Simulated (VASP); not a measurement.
Here is the system:

```
GaN
1.0
    3.12037     0.00000     0.00000
   -1.56018     2.70232     0.00000
    0.00000     0.00000     5.08072
Ga N
2 2
Cartesian
  1.56019   0.90077   2.53569
  0.00000   1.80155   5.07605
  1.56019   0.90077   4.45031
  0.00000   1.80155   1.90995
```

Calculation: PBE GGA, VASP's PBE PAW potentials (set 64) (plane waves; VASP). Run with 400 eV cut-off, 10×10×5 Γ-centred mesh, Gaussian smearing of 0.010 eV, potentials Ga_d N.

At this cut-off the stress carries a Pulay error, which pulls relaxed volumes low.

Task: Give the stress tensor in GPa (positive for a compressed cell).

Result: 
```
15.84   0.00   0.00
 0.00  15.84   0.00
 0.00   0.00  15.93
```
The pressure is its mean diagonal, 15.87 GPa.

The structure comes from a computed database's GaN entry; how it stands against other phases isn't given here. The cell was not relaxed at this level.
